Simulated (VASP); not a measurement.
A convergence study with VASP on NaF (rock salt): one setting is varied, all else stays as given below, so the limit is that of these other settings.

```
NaF
1.0
    0.00000     2.31500     2.31500
    2.31500     0.00000     2.31500
    2.31500     2.31500     0.00000
Na F
1 1
Cartesian
  0.00000   0.00000   0.00000
  2.31500   2.31500   2.31500
```

Computed with PBE GGA, VASP's PBE PAW potentials (set 64) (plane waves; VASP 6.6.1). The tightest run used: 700 eV cut-off, 19×19×19 Γ-centred mesh, Gaussian smearing of 0.050 eV, potentials Na_pv F.

| setting | E (eV/atom) | pressure (GPa) | irreducible k-points |
|---|---|---|---|
| 1×1×1 mesh | -2.2211 | 36.95 | 1 |
| 2×2×2 mesh | -4.2191 | 3.24 | 3 |
| 3×3×3 mesh | -4.2793 | 2.06 | 4 |

These are the cheaper rows. Estimate the results at 19×19×19 mesh, and how far the last row shown lies from them.

| quantity | tightest run | last row shown is off by |
|---|---|---|
| E (eV/atom) | -4.2824 | 0.0031 |
| pressure (GPa) | 2.01 | 0.05 |

Left out are rungs that failed or repeat a setting and relaxations that didn't move; long series are thinned to 24 rows.

The compound is NaF in the rock salt structure. The cell was not relaxed at this level.
